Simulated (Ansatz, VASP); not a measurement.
## Mg2C: VASP beside Ansatz

Wanted: the spread between two codes on one cell, functional and k mesh. The cell is generated by rule, not measured, and may not be a known phase. The cell is taken from a series of runs on this material, whose earlier steps may have relaxed, scaled, displaced or heated it; both programs get it as it stands.

Program: Ansatz 0.2.0. Level of theory: plane waves, with VASP 6.6.1 beside it; relaxation of cell and atoms at PBE. Results are calculated unless marked as measured.

## 1. The starting structure

It takes space group Pn-3m (No. 224, cubic). Conventional cell: a = 4.839 Å, b = 4.839 Å, c = 4.839 Å, α = 90.00°, β = 90.00°, γ = 90.00°. Nearest to C lie 4 Mg at 2.10 Å. Nearest to Mg lie 2 C at 2.10 Å. Farther neighbours are not listed.

Structure file:

```cif
data_structure
_symmetry_space_group_name_H-M 'Pn-3m:1'
_symmetry_Int_Tables_number 224
_cell_length_a 4.8390
_cell_length_b 4.8390
_cell_length_c 4.8390
_cell_angle_alpha 90.000
_cell_angle_beta 90.000
_cell_angle_gamma 90.000
_cell_volume 113.31
loop_
_atom_site_label
_atom_site_type_symbol
_atom_site_symmetry_multiplicity
_atom_site_Wyckoff_symbol
_atom_site_fract_x
_atom_site_fract_y
_atom_site_fract_z
_atom_site_occupancy
C1 C 2 a 0.00000 0.00000 0.00000 1
Mg1 Mg 4 b 0.25000 0.25000 0.25000 1
```

## 2. VASP: relaxation of cell and atoms, PBE, pair 1

The relaxed volume is the usual yardstick between codes: in a stiff, nearly cubic crystal its relative difference is about their pressure difference at one cell divided by the bulk modulus.

Lines of VASP's logs that name or quote its potential files are left out, and so is its time.

Contents of INCAR:

```
SYSTEM = Mg2C
PREC = Accurate
ENCUT = 600
EDIFF = 1E-07
NELM = 120
ISMEAR = 1
SIGMA = 0.15
LREAL = .FALSE.
ALGO = Normal
GGA = PE
NBANDS = 14
LORBIT = 11
LWAVE = .FALSE.
LCHARG = .FALSE.
ISIF = 3
IBRION = 2
NSW = 80
EDIFFG = -0.005
LASPH = .TRUE.
GGA_COMPAT = .FALSE.
NELMIN = 4
KPAR = 2
```

Contents of POSCAR:

```
Mg2C
1.0
    4.8390000000      0.0000000000      0.0000000000
    0.0000000000      4.8390000000      0.0000000000
    0.0000000000      0.0000000000      4.8390000000
C Mg
2 4
Direct
    0.0000000000      0.0000000000      0.0000000000
    0.5000000000      0.5000000000      0.5000000000
    0.2500000000      0.2500000000      0.2500000000
    0.7500000000      0.7500000000      0.2500000000
    0.7500000000      0.2500000000      0.7500000000
    0.2500000000      0.7500000000      0.7500000000
```

Contents of KPOINTS:

```
Automatic mesh
0
Gamma
6 6 6
0 0 0
```

PAW data sets: C and Mg (PBE family, release 64).

Command:

```
$ mpirun -np 2 vasp_std
```

Numbers of over 12 decimals in the logs are rounded to 6 here.

The program printed:

```text
[banner, memory and clock lines left out]
running    2 mpi-ranks, on    1 nodes
 distrk:  each k-point on    1 cores,    2 groups
 distr:  one band on    1 cores,    1 groups

 POSCAR found type information on POSCAR C Mg
 POSCAR found :  2 types and       6 ions
 LDA part: xc-table for (Slater+PW92), standard interpolation
 POSCAR, INCAR and KPOINTS ok, starting setup
 FFT: planning ... GRIDC
 FFT: planning ... GRID_SOFT
 FFT: planning ... GRID
 WAVECAR not read
 entering main loop
       N       E                     dE             d eps       ncg     rms          rms(c)
DAV:   1     0.346014321610E+02    0.34601E+02   -0.58236E+03   560   0.988E+02
DAV:   2    -0.215855563121E+02   -0.56187E+02   -0.49432E+02   840   0.128E+02
DAV:   3    -0.287875292555E+02   -0.72020E+01   -0.71164E+01   652   0.466E+01
DAV:   4    -0.289248727052E+02   -0.13734E+00   -0.13721E+00   650   0.774E+00
DAV:   5    -0.289267568699E+02   -0.18842E-02   -0.18838E-02   656   0.878E-01    0.133E+01
DAV:   6    -0.209781797802E+02    0.79486E+01   -0.35209E+01   650   0.305E+01    0.487E+00
DAV:   7    -0.206980884794E+02    0.28009E+00   -0.17626E+00   596   0.797E+00    0.240E+00
DAV:   8    -0.206799391805E+02    0.18149E-01   -0.75852E-01   584   0.573E+00    0.188E+00
DAV:   9    -0.206234847610E+02    0.56454E-01   -0.14955E-01   584   0.229E+00    0.430E-01
DAV:  10    -0.206239701739E+02   -0.48541E-03   -0.84934E-03   710   0.581E-01    0.152E-01
DAV:  11    -0.206238780886E+02    0.92085E-04   -0.12158E-04   596   0.789E-02    0.449E-02
DAV:  12    -0.206238820252E+02   -0.39366E-05   -0.47416E-05   698   0.424E-02    0.226E-02
DAV:  13    -0.206238783222E+02    0.37029E-05   -0.13179E-05   650   0.212E-02    0.209E-03
DAV:  14    -0.206238784073E+02   -0.85053E-07   -0.12268E-06   670   0.682E-03    0.209E-03
DAV:  15    -0.206238783342E+02    0.73110E-07   -0.26260E-07   562   0.303E-03
   1 F= -.20623878E+02 E0= -.20624881E+02  d E =-.206239E+02
 curvature:   0.00 expect dE= 0.000E+00 dE for cont linesearch  0.000E+00
 trial: gam= 0.00000 g(F)=  0.167E-59 g(S)=  0.466E-04 ort = 0.000E+00 (trialstep = 0.100E+01)
 search vector abs. value=  0.466E-04
 bond charge predicted
       N       E                     dE             d eps       ncg     rms          rms(c)
DAV:   1    -0.206239380250E+02   -0.59618E-04   -0.60112E-04   596   0.172E-01    0.337E-02
DAV:   2    -0.206239036372E+02    0.34388E-04   -0.13707E-04   656   0.654E-02    0.613E-03
DAV:   3    -0.206239032024E+02    0.43482E-06   -0.95383E-06   596   0.193E-02    0.282E-03
DAV:   4    -0.206239032677E+02   -0.65318E-07   -0.82760E-07   686   0.528E-03
   2 F= -.20623903E+02 E0= -.20624902E+02  d E =-.249336E-04
 trial-energy change:   -0.000025  1 .order   -0.000025   -0.000047   -0.000004
 step:   1.1127(harm=  1.1031)  dis= 0.00000  next Energy=   -20.623904 (dE=-0.252E-04)
 reached required accuracy - stopping structural energy minimisation
```

OUTCAR, selected parts (step 2):

```text
ion  position               nearest neighbor table
   1  0.000  0.000  0.000-   3 2.10   4 2.10   5 2.10   6 2.10
   2  0.500  0.500  0.500-   3 2.10   4 2.10   5 2.10   6 2.10
   3  0.250  0.250  0.250-   1 2.10   2 2.10   4 3.42   5 3.42   6 3.42   5 3.42   6 3.42   4 3.42
                             6 3.42   6 3.42   4 3.42   5 3.42   5 3.42   4 3.42
   4  0.750  0.750  0.250-   1 2.10   2 2.10   3 3.42   5 3.42   6 3.42   5 3.42   6 3.42   3 3.42
                             5 3.42   5 3.42   3 3.42   6 3.42   6 3.42   3 3.42
   5  0.750  0.250  0.750-   1 2.10   2 2.10   3 3.42   4 3.42   6 3.42   3 3.42   4 3.42   4 3.42
                             6 3.42   4 3.42   3 3.42   6 3.42   3 3.42   6 3.42
   6  0.250  0.750  0.750-   1 2.10   2 2.10   3 3.42   4 3.42   5 3.42   3 3.42   4 3.42   3 3.42
                             5 3.42   3 3.42   4 3.42   5 3.42   4 3.42   5 3.42

  LATTYP: Found a simple cubic cell.
 ALAT       =     4.8390000000

 Subroutine GETGRP returns: Found 48 space group operations
 (whereof 24 operations were pure point group operations)

The static configuration has the point symmetry T_d .
 The point group associated with its full space group is O_h .

 Found     20 irreducible k-points:

   k-points           NKPTS =     20   k-points in BZ     NKDIM =     20   number of bands    NBANDS=     14

   dimension x,y,z NGX =    40 NGY =   40 NGZ =   40
   dimension x,y,z NGXF=    80 NGYF=   80 NGZF=   80

   ENCUT  =  600.0 eV  44.10 Ry    6.64 a.u.   9.66  9.66  9.66*2*pi/ulx,y,z

   NELECT =      16.0000    total number of electrons

 k-points in reciprocal lattice and weights: Automatic mesh
   0.00000000  0.00000000  0.00000000       0.005
   0.16666667  0.00000000  0.00000000       0.028
   0.33333333  0.00000000  0.00000000       0.028
   0.50000000  0.00000000  0.00000000       0.014
   0.16666667  0.16666667  0.00000000       0.056
   0.33333333  0.16666667  0.00000000       0.111
   0.50000000  0.16666667  0.00000000       0.056
   0.33333333  0.33333333  0.00000000       0.056
   0.50000000  0.33333333  0.00000000       0.056
[...]
0.50000000  0.50000000  0.33333333       0.028
   0.50000000  0.50000000  0.50000000       0.005

 average (electrostatic) potential at core
       1 -51.4075       2 -51.4075       3 -38.8727       4 -38.8727       5 -38.8727
       6 -38.8727

 E-fermi :   1.6405

 k-point     1 :       0.0000    0.0000    0.0000
  band No.  band energies     occupation
    ...
      5      -0.0384      2.00000
      6       0.9181      2.00000
      7       1.6266      1.15613
      8       1.6266      1.15613
      9       1.6266      1.15613
     10       2.3986     -0.00000
     11       2.3986     -0.00000
     12       8.0858      0.00000
     13       8.0867      0.00000
     14       8.2600      0.00000

 k-point     2 :       0.1667    0.0000    0.0000
  band No.  band energies     occupation
    ...
      4       0.0700      2.00000
      5       0.0700      2.00000
      6       0.2429      2.00000
      7       1.5242      1.96675
      8       1.5242      1.96675
      9       2.3623     -0.00000
     10       2.5628     -0.00000
     11       3.1278     -0.00000
     12       6.5107      0.00000
     13       7.8468      0.00000
    ...

 k-point     3 :       0.3333    0.0000    0.0000
  band No.  band energies     occupation
    ...
      4      -0.4998      2.00000
      5       0.3728      2.00000
      6       0.3728      2.00000
      7       1.2263      2.00067
      8       1.2263      2.00067
      9       3.0557     -0.00000
     10       3.3147     -0.00000
     11       4.1732     -0.00000
     12       5.0308      0.00000
     13       7.3283      0.00000
    ...

  Total       -0.0041083     -0.0041083     -0.0041083      0.0000000      0.0000000     -0.0000000
  in kB       -0.0581526     -0.0581526     -0.0581526      0.0000000      0.0000000     -0.0000000
  external PRESSURE =      -0.0581526 kB  Pullay stress =       0.0000000 kB

  energy-cutoff  :      600.00
  volume of cell :      113.19
      direct lattice vectors                 reciprocal lattice vectors
     4.837290146  0.000000000  0.000000000     0.206727314  0.000000000  0.000000000
     0.000000000  4.837290146  0.000000000     0.000000000  0.206727314  0.000000000
    -0.000000000  0.000000000  4.837290146    -0.000000000  0.000000000  0.206727314

 POSITION                                       TOTAL-FORCE (eV/Angst)
 -----------------------------------------------------------------------------------
     -0.00000      4.83729      4.83729         0.000000      0.000000      0.000000
      2.41865      2.41865      2.41865        -0.000000      0.000000     -0.000000
      1.20932      1.20932      1.20932         0.000000      0.000000      0.000000
      3.62797      3.62797      1.20932        -0.000000      0.000000     -0.000000
      3.62797      1.20932      3.62797         0.000000      0.000000      0.000000
      1.20932      3.62797      3.62797        -0.000000     -0.000000      0.000000
 -----------------------------------------------------------------------------------
    total drift:                                0.000000      0.000000     -0.000000

  FREE ENERGIE OF THE ION-ELECTRON SYSTEM (eV)
  ---------------------------------------------------
  free  energy   TOTEN  =       -20.6239032677 eV

  energy  without entropy=      -20.6269003431  energy(sigma->0) =      -20.62490229

 reached required accuracy - stopping structural energy minimisation

 total charge
# of ion       s       p       d       tot
------------------------------------------
    1        0.887   1.404   0.000   2.291
    2        0.887   1.404   0.000   2.291
    3        0.215   0.153   0.030   0.398
    4        0.215   0.153   0.030   0.398
    5        0.215   0.153   0.030   0.398
    6        0.215   0.153   0.030   0.398
--------------------------------------------------
tot          2.634   3.418   0.121   6.173

[... 3 further parts left out ...]
```

## 3. Ansatz: relaxation of cell and atoms, PBE, pair 1

Ansatz runs on its default PAW (the set named soft_2) files.

The same cell, functional, mesh and smearing now go to Ansatz, which takes its cutoff from its data sets.

Contents of input.yaml:

```yaml
crystal:
  lattice:
    - [4.8390002607, 0.0, 0.0]
    - [0.0, 4.8390002607, 0.0]
    - [0.0, 0.0, 4.8390002607]
  atoms:
    - { symbol: C, position: [0.0, 0.0, 0.0] }
    - { symbol: C, position: [0.5, 0.5, 0.5] }
    - { symbol: Mg, position: [0.25, 0.25, 0.25] }
    - { symbol: Mg, position: [0.75, 0.75, 0.25] }
    - { symbol: Mg, position: [0.75, 0.25, 0.75] }
    - { symbol: Mg, position: [0.25, 0.75, 0.75] }
kpoints:
  mp_grid: { grid: [6, 6, 6] }
hamiltonian:
  xc: pbe
scf:
  occupations: { method: methfessel_paxton, width: 0.15 }
output:
  forces: true
  stress: true
  eigenvalues: true
  write_density: true
  write_potential: true
  elf: true
  volumetric_format: npy
relax:
  adjacent_minimum: "off"
  f_tol: 0.001
  max_steps: 60
  cell: { stress_tol: 0.01 }
```

Command:

```
$ ansatz run input.yaml --threads 8 --pin off --max-ram 14336MiB --backend cpu --events-out ev --progress --plain --runs-dir out
```

The program printed:

```text
Engine: ansatz 0.2.0, aarch64-unknown-linux-gnu
Pseudopotentials: kind: paw
Pseudopotential: C, paw, valence charge 4, recommended cutoff 420 eV (normal), C.paw.azcp
Pseudopotential: Mg, paw, valence charge 10, recommended cutoff 420 eV (normal), Mg.paw.azcp
Functional definition: PBE
  parameter kappa = 0.804
  parameter beta = 0.066725
  exchange = pbe_x(kappa = kappa, mu = beta*pi^2/3)
  correlation = pbe_c(beta = beta)
Crystal: 6 atoms, lattice volume = 113.310 Å³
Basis set: ecut = 420 eV, 2205 PW (Γ), exchange–correlation on 72×72×72 points (8 copies of the dense FFT grid, shifted against one another)
Bands: 30, of which v1, the nominal top of the filled ones, is band 24 counted from 1 (23 counted from 0)
Symmetry: 48 space group operations
Space group: Pn-3m (ITA 224), of the structure as read, at distance tolerance 4.8e-5 Å
k-points: 20 of 216
Non-local potential: C, projectors of the file, l = 0: 2, l = 1: 2, l = 2: 1
Non-local potential: Mg, projectors of the file, l = 0: 3, l = 1: 2, l = 2: 1
PAW form: soft (Blöchl's): semilocal exchange-correlation on the pseudo side does not see the compensation charge
PAW one-centre angular grid: C, 110 points (default); XC on 64 Gauss nodes
PAW one-centre angular grid: Mg, 110 points (default); XC on 64 Gauss nodes
Initial density: superposition of atomic densities (neutral atoms: chi_scale 0, normalization atom), corrected by the library's trained network
Initial wavefunctions: pseudopotential atomic-orbital guess
Functional: x = pbe(κ = 0.804, μ = 0.219515), c = pbe(β = 0.066725)
SCF iter   1: F=—  HF=-8193.225103 eV  |F-HF|=—  |Δ(HF+E_count)|=         —  Δρ=3.14e-3  dr2=2.16e-2  ethr=1.77e-3  ⟨swp⟩=5.9  Hψ=2698  notcnv=0
preconditioner: auto → Resta (q_TF=auto, 2.364 Å⁻¹)  ε∞=5.3  [insulator: Δε(μ)=0.747 eV  Ē_g=6.692 eV  σ=0.150 eV  W_gap=0.58  n_scr=26 (ndim 8)  ℏωp=14.0 eV  f_vac=0.000  D(μ)=0.52/eV (n_scr^D=0)  ε∞_Penn≈5.3]
SCF iter   2: F=—  HF=-8193.222075 eV  |F-HF|=—  |Δ(HF+E_count)|=   3.03e-3  S|Δr|=    0.00e0  Δρ=1.29e-3  dr2=3.86e-3  ethr=4.50e-5  ⟨swp⟩=1.2  Hψ=781  notcnv=0  defer=1
SCF iter   3: F=—  HF=-8193.221510 eV  |F-HF|=—  |Δ(HF+E_count)|=   5.65e-4  S|Δr|=    0.00e0  Δρ=2.35e-4  dr2=7.75e-5  ethr=8.04e-6  ⟨swp⟩=2.0  Hψ=700  notcnv=0  defer=1
SCF iter   4: F=—  HF=-8193.221426 eV  |F-HF|=—  |Δ(HF+E_count)|=   8.44e-5  S|Δr|=    0.00e0  Δρ=4.09e-5  dr2=2.46e-6  ethr=1.62e-7  ⟨swp⟩=2.0  Hψ=694  notcnv=0  defer=1
SCF iter   5: F=-8193.221426 eV  HF=-8193.221426 eV  |F-HF|=6.30e-8  |Δ(HF+E_count)|=   3.63e-8  S|Δr|=    0.00e0  Δρ=8.09e-6  dr2=5.79e-8  ethr=2.08e-10  ⟨swp⟩=10.8  Hψ=4010  notcnv=0
SCF 1 converged in 5 iterations: F = -8193.221426 eV  dr2 = 5.79e-8
  greatest PAW one-centre occupation: 1.000 electrons in one spin orbital (limit 2), on the Mg atom at site 5 (counted from 0), in its partial waves of l = 0
relax step   1: F+E_penalty+E_count = -8193.22142612 eV  Δ(F+E_penalty+E_count) = +0.000e0 eV  max|allowed force component| = 8.674e-19 eV/Å  Δτ_max = 0.0000 Å  P = +0.004 GPa  Ω = 113.310 Å³  (5 SCF iters, dr2 threshold 1.00e-7 eV, accepted)
Initial density: handed on by an earlier stage of this run
Initial wavefunctions: pseudopotential atomic-orbital guess (no wavefunctions were taken with the density)
iter 1 solved again at ethr=2.65e-9 eV; its pass at ethr=3.10e-3 eV (dr2=1.27e-6 eV) is discarded
SCF iter   1: F=—  HF=-8193.221497 eV  |F-HF|=—  |Δ(HF+E_count)|=         —  Δρ=8.04e-6  dr2=5.77e-8  ethr=2.65e-9  ⟨swp⟩=3.9  Hψ=4578  notcnv=0
preconditioner: auto → Resta (q_TF=auto, 2.364 Å⁻¹)  ε∞=5.4  [insulator: Δε(μ)=0.734 eV  Ē_g=6.662 eV  σ=0.150 eV  W_gap=0.58  n_scr=26 (ndim 8)  ℏωp=14.0 eV  f_vac=0.000  D(μ)=0.51/eV (n_scr^D=0)  ε∞_Penn≈5.4]
SCF iter   2: F=—  HF=-8193.221426 eV  |F-HF|=—  |Δ(HF+E_count)|=   7.14e-5  S|Δr|=    0.00e0  Δρ=5.18e-6  dr2=2.68e-8  ethr=1.20e-10  ⟨swp⟩=3.0  Hψ=1081  notcnv=0
SCF iter   3: F=—  HF=-8193.221426 eV  |F-HF|=—  |Δ(HF+E_count)|=   3.10e-8  S|Δr|=    0.00e0  Δρ=7.16e-7  dr2=6.77e-10  ethr=5.58e-11  ⟨swp⟩=2.0  Hψ=761  notcnv=0
SCF iter   4: F=—  HF=-8193.221426 eV  |F-HF|=—  |Δ(HF+E_count)|=  3.60e-10  S|Δr|=    0.00e0  Δρ=2.02e-7  dr2=5.13e-11  ethr=1.41e-12  ⟨swp⟩=2.0  Hψ=761  notcnv=0
SCF iter   5: F=-8193.221426 eV  HF=-8193.221426 eV  |F-HF|=0.00e0  |Δ(HF+E_count)|=  1.09e-11  S|Δr|=    0.00e0  Δρ=4.46e-8  dr2=2.02e-12  ethr=1.00e-12  ⟨swp⟩=4.3  Hψ=2442  notcnv=0
SCF 2 converged in 5 iterations: F = -8193.221426 eV  dr2 = 2.02e-12
relax step   2: F+E_penalty+E_count = -8193.22142612 eV  Δ(F+E_penalty+E_count) = -7.054e-9 eV  max|allowed force component| = 2.891e-19 eV/Å  Δτ_max = 0.0000 Å  P = +0.004 GPa  Ω = 113.310 Å³  stress off target by 3.78e-3 GPa  SCF on the basis re-selected at this cell (its energy is not comparable with the rows above)  (5 SCF iters)
basis re-selected at this cell: Δ(F+E_penalty+E_count) = -7.054e-9 eV, ΔP = +0.000 GPa vs the last step (what re-selecting the basis moved, of the pressure what is left beyond the Pulay correction that the steps carried, after the strain that the cell walked since its last selection, with what the two solves' SCF thresholds leave and, on support functions, any second-order correction that the steps lacked; it is no m [...]
SCF converged after 5 iterations
Stability not checked: this state was not tested for a lower state beside it, because cold or Methfessel-Paxton smearing, or corrected tetrahedra, fill the levels in a way that the test cannot read (fill_not_monotonic; see scf.lower_state_search)
Free energy (F): -8193.221426 eV
Harris-Foulkes:  -8193.221426 eV  (|F-HF|=0.00e0)
Internal energy: -8193.224469 eV  (E = F + TS)
E sigma→0 (E₀):  -8193.222187 eV
Entropy (-TS):   0.003043 eV (0.507 meV/atom)
Fermi energy:    4.438640 eV
Step filling:    the computed levels leave a gap of 0.0000 eV = 0.0 smearing widths at the electron count; against every level under it full and every level over it empty, smearing changes F+E_penalty+E_count by +0.959 meV and its σ→0 estimate by +0.198 meV
--- Per-component energies (eV) ---
  E_band       = -1431.435121
  E_kinetic    = 469.480667
  E_local      = -6912.312229  (includes V_loc(G=0)·N_el)
  E_nonlocal   = 436.608108
  E_hartree    = 2479.757744
  E_xc         = -208.859478
  E_vxc        = -264.411148  (∫ρ·V_xc dr)
  E_paw        = -1365.040586  (= ΣΔE_a)
  E_vpaw       = -120.316059  (= ΣTr[D̂ρ^β])
  E_aug_tail   = -0.000023  (compensation charges beyond the density's cutoff)
  E_ewald      = -3092.858673
  E_smearing   = 0.003043  (= −TS)
  E_closure    = 0.000000  (closes the sum)
  Σ components = -8193.221426   (vs F -8193.221426, Δ=0.00e0)
--- Forces (eV/Å), atoms counted from 1 ---
  atom   1  C      0.00000000    -0.00000000    -0.00000000
  atom   2  C     -0.00000000    -0.00000000    -0.00000000
  atom   3  Mg     0.00000000    -0.00000000     0.00000000
  atom   4  Mg     0.00000000    -0.00000000     0.00000000
  atom   5  Mg     0.00000000    -0.00000000     0.00000000
  atom   6  Mg     0.00000000     0.00000000     0.00000000
  max |Σ_I F_I| component: 5.78e-19 eV/Å
--- Stress (GPa, compression-positive) ---
        0.003775       0.000000       0.000000
        0.000000       0.003775       0.000000
        0.000000       0.000000       0.003775
  P = ⅓ Tr σ = 0.0038 GPa (0.038 kbar)
--- Band table (eV; the first three rows and the last of 20) ---
  k-point 0: bands = [... 20 lower, 2.7626, 3.7169, 4.4248, 4.4248, 4.4248, 5.2066, 5.2066, 10.8813, ... 2 higher]
  k-point 1: bands = [... 20 lower, 2.8711, 3.0440, 4.3227, 4.3227, 5.1589, 5.3703, 5.9322, 9.3099, ... 2 higher]
  k-point 2: bands = [... 20 lower, 3.1737, 3.1737, 4.0258, 4.0258, 5.8619, 6.1107, 6.9723, 7.8327, ... 2 higher]
  k-point 19: bands = [... 20 lower, 2.2150, 2.2828, 2.2828, 2.2828, 8.3439, 8.3439, 8.3439, 8.3877, ... 2 higher]
--- Relaxed structure (1 steps of the walk, 1 accepted, 1 SCFs on fresh bases) ---
  F+E_penalty+E_count = -8193.22142612 eV   max|allowed force component| = 2.891e-19 eV/Å   (the final SCF, on the basis selected at the relaxed cell)
  cell:  # Å, volume = 113.3097 Å³
    - [4.8390002607, 0.0, 0.0]
    - [0.0, 4.8390002607, 0.0]
    - [0.0, 0.0, 4.8390002607]
  atoms:
    - { symbol: C, position: [0.0, 0.0, 0.0] }
    - { symbol: C, position: [0.5, 0.5, 0.5] }
    - { symbol: Mg, position: [0.25, 0.25, 0.25] }
    - { symbol: Mg, position: [0.750000, 0.750000, 0.25] }
    - { symbol: Mg, position: [0.750000, 0.25, 0.750000] }
    - { symbol: Mg, position: [0.25, 0.750000, 0.750000] }
```

The column dr2 measures how far the density is from self-consistency, as an energy; F and HF (Harris–Foulkes) agree once it is small.

## 4. Side by side

Known differences besides the potentials themselves: the data sets hold 48 valence electrons in Ansatz (on its default PAW (the set named soft_2) files) and 16 in VASP; the cutoff is 420 eV in Ansatz and 600 eV in VASP; Ansatz adds a Pulay correction to the stress that steers its cell, VASP none. Total energies have different zeros and are not compared.

The two programs side by side:

| quantity | Ansatz | VASP | difference |
| --- | --- | --- | --- |
| volume (Å³) | 113.31 | 113.19 | +0.11 % |
| edge a after relaxation, in the typed setting (Å) | 4.839 | 4.837 | +0.04 % |

[end of part 1 of 2]

[Lines on the potential files, build, host, timing and source positions are cut from VASP's logs without a mark.]

[Logs are printed without paths, hosts, clocks, repeated set-up lines and the standing remarks that a program may print on its own settings, such as how far it seeks lower states.]

[Hosts, paths, dates, database ids (printed as entryN), source tags and the programs' standing remarks are cut or masked in the printed files.]
